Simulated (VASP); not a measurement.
Co$_{2}$SbTe (space group P-6m2): computed properties

Level of theory: PBEsol GGA, VASP's PBE PAW potentials (set 64) (plane waves; VASP 6.6.1).

```yaml
space_group: P-6m2 (187)
cell: a = b = 3.8309 Å, c = 5.1404 Å, α = β = 90.00°, γ = 120.00°
volume_per_atom: 16.33 Å^3/atom
band gap (over mesh and band path): none (metal, semimetal or under 0.01 eV)
hill_bulk_modulus: 146 GPa
hill_shear_modulus: 74.0 GPa
Poisson's ratio: 0.283
band_gap_with_spin_orbit_coupling: none (metallic)
density: 9.33 g/cm³
optical Γ-point spectrum: 137 (×2), 154 (×2), 161, 180, 229 (×2), 274 cm⁻¹
C11: 236 GPa
C12: 112 GPa
C13: 92.2 GPa
C33: 250 GPa
C44: 85.1 GPa
C66: 62.0 GPa
```

```
CELL_PARAMETERS angstrom
      3.83092     0.00000     0.00000
     -1.91546     3.31768     0.00000
      0.00000     0.00000     5.14042
ATOMIC_POSITIONS crystal
  Co 0.00000 0.00000 0.75152
  Co 0.00000 0.00000 0.24848
  Sb 0.66667 0.33333 0.50000
  Te 0.33333 0.66667 0.00000
```

Finite-difference elastic constants of metals are sensitive to mesh and smearing; shear constants can be off by tens of GPa. Unless said otherwise, spin-orbit coupling is left out, though it shifts the bands of the heavy elements here.

The structure comes from a computed database's Co2SbTe entry (P-6m2); how it stands against other phases isn't given here. It was relaxed first, which changed the volume by -5 %. Symmetry was kept, so distortions that lower it aren't found. The run is not spin-polarised, so no magnetic state was tried. The electron count is odd and the run is not spin-polarised, which forces a metal.
